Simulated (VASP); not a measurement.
Crystal: WS2.

```
CELL_PARAMETERS angstrom
3.18000 0.00000 0.00000
-1.59000 2.75396 0.00000
0.00000 0.00000 12.50000
ATOMIC_POSITIONS crystal
W 0.33333 0.66667 0.25000
W 0.66667 0.33333 0.75000
S 0.33333 0.66667 0.62500
S 0.66667 0.33333 0.12500
S 0.33333 0.66667 0.87500
S 0.66667 0.33333 0.37500
```

| Quantity | Value |
| --- | --- |
| Program | VASP 6.6.1 |
| Task | relaxation of cell and atoms |
| Functional | r2SCAN |
| Potentials or basis | VASP PAW PBE potentials, release 64 (W_sv, S) |
| Cutoff | 600 eV |
| k mesh | 9 × 9 × 3 |
| Occupations | gaussian, width 0.02 eV |
| Spin | no spin polarisation |

At the start: pressure 0.4 GPa; volume 18.24 Å³/atom.

Problem. How do energy, volume and symmetry change on relaxing?

Solution. Over 15 steps the energy falls by 3.2 meV/atom and the volume is 19.05 Å³/atom (+4.4 %); space group P6_3/mmc (No. 194, to 0.05 Å).

Step by step:
```tsv
step	energy change (eV)	largest force (eV/Å)	pressure (GPa)	volume (Å³)
1	0.0000	0.0943	0.45	109.47
2	-0.0028	0.1476	-0.31	110.28
3	-0.0031	0.1759	-0.70	110.71
4	-0.0043	0.1577	-0.65	110.82
5	-0.0071	0.1043	-0.49	111.14
6	-0.0106	0.0044	-0.17	111.78
7	-0.0085	0.2269	0.53	113.06
8	-0.0112	0.0813	0.08	112.21
9	-0.0140	0.0620	0.05	112.57
10	-0.0188	0.0052	-0.02	113.65
11	-0.0193	0.0187	-0.03	114.10
12	-0.0193	0.0209	-0.04	114.14
13	-0.0193	0.0023	0.07	114.18
14	-0.0193	0.0010	0.08	114.18
15	-0.0193	0.0007	0.02	114.29
```

Final structure:
```yaml
crystal:
  lattice:
    - [3.18331, 0.00000, 0.00000]
    - [-1.59166, 2.75683, 0.00000]
    - [0.00000, 0.00000, 13.02299]
  atoms:
    - { symbol: W, position: [0.33333, 0.66667, 0.25000] }
    - { symbol: W, position: [0.66667, 0.33333, 0.75000] }
    - { symbol: S, position: [0.33333, 0.66667, 0.63023] }
    - { symbol: S, position: [0.66667, 0.33333, 0.13023] }
    - { symbol: S, position: [0.33333, 0.66667, 0.86977] }
    - { symbol: S, position: [0.66667, 0.33333, 0.36977] }
```

Caveat: the PAW data sets were made with another functional, which shifts forces and pressure a little.
